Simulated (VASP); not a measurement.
```yaml
crystal:
  lattice:
    - [3.20691, 0.00000, 0.00000]
    - [0.00000, 3.20691, 0.00000]
    - [0.00000, 0.00000, 3.20691]
  atoms:
    - { symbol: Er, position: [0.00000, 0.00000, 0.00000] }
```

Computed with r2SCAN meta-GGA, VASP's PBE PAW potentials (set 64) (plane waves; VASP). Numerical set-up: 400 eV cut-off, 13×13×13 Γ-centred mesh, tetrahedra with Blöchl corrections, potentials Er_3.

The 4f electrons are frozen in the core of the lanthanide potential, so 4f levels, which can set the real gap, and their magnetism are missing.

Tabulate the total density of states (states/eV per cell) against energy (eV; zero at the valence-band maximum or, without a gap, the Fermi level).

```tsv
E (eV)	DOS (states/eV)
-9.98	0.00
-9.39	0.00
-8.81	0.00
-8.34	0.00
-7.76	0.00
-7.18	0.00
-6.59	0.00
-6.01	0.00
-5.54	0.00
-4.96	0.10
-4.38	0.15
-3.79	0.21
-3.21	0.29
-2.75	0.37
-2.16	0.60
-1.58	1.33
-0.99	0.25
-0.53	0.82
0.05	2.74
0.64	1.78
1.22	1.24
1.80	0.52
2.27	1.35
2.85	1.40
3.44	0.93
```
Within 2 eV below the Fermi level the largest weight inside VASP's projection spheres is Er d, then Er p.

The structure was generated: Er was put into the simple-cubic type (Pm-3m), which need not be its known phase. It was relaxed first.
